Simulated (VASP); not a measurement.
Calculation: PBEsol GGA, VASP's PBE PAW potentials (set 64) (plane waves; VASP).

VASP ran on this input.

POSCAR:
```
YTe
4.3003810
  0.0000000000   0.7071067675   0.7071067675
  0.7071067675   0.0000000000   0.7071067675
  0.7071067675   0.7071067675   0.0000000000
Y Te
1 1
Cart
  0.0000000000   0.0000000000   0.0000000000
  0.7071067675   0.7071067675   0.7071067675
```

### KPOINTS
```
Automatic mesh
0
Gamma
12 12 12
0 0 0
```

**INCAR**
```
# general
SYSTEM   =  YTe
PREC     =  Accurate
ENCUT    =  400   # plane-wave cut-off (eV)
LREAL    =  .False.
LASPH    =  .True.   # aspherical one-centre terms

# electronic loop
EDIFF    =  1E-7
NELM     =  100   # most electronic steps
ALGO     =  Normal
LMAXMIX  =  4   # l cut-off of mixed one-centre charges

# smearing
ISMEAR   =  -5   # tetrahedra, Bloechl

# functional
GGA      =  PS

# ions
ISIF     =  2

# output
LWAVE    =  .False.
LCHARG   =  .True.
LORBIT   =  11
NEDOS    =  601   # DOS grid
```

POTCAR, in this order: Y_sv Te (PBE.64 set). Program: vasp_std.

Unless said otherwise, spin-orbit coupling is left out, though it shifts the bands of the heavy elements here.

Question: Predict the energy per atom (σ→0), band gap (on the k-mesh).

Answer: 
| Item | Result |
|---|---|
| energy per atom (σ→0) | -6545 meV/atom |
| band gap (on the k-mesh) | none (metal, semimetal or under 0.01 eV) |

File OSZICAR:
```
...
DAV:   9    -0.130891293956E+02    0.89452E-03   -0.12281E-02  2160   0.777E-01    0.144E-01
DAV:  10    -0.130891144551E+02    0.14940E-04   -0.38657E-04  2244   0.174E-01    0.148E-01
DAV:  11    -0.130891198036E+02   -0.53485E-05   -0.14225E-04  2180   0.831E-02    0.538E-02
DAV:  12    -0.130891140574E+02    0.57462E-05   -0.20197E-05  2060   0.384E-02    0.972E-03
DAV:  13    -0.130891136775E+02    0.37989E-06   -0.65609E-07  2500   0.744E-03    0.362E-03
DAV:  14    -0.130891141075E+02   -0.42995E-06   -0.42858E-07  2024   0.506E-03    0.956E-04
DAV:  15    -0.130891140089E+02    0.98556E-07   -0.17453E-08  1316   0.121E-03
   1 F= -.13089114E+02 E0= -.13089114E+02  d E =0.000000E+00
```

The structure was generated: YTe was put into the rock salt type (Fm-3m), which need not be its known phase. It was relaxed first, which changed the volume by -37 %. The electron count is odd and the run is not spin-polarised, which forces a metal.
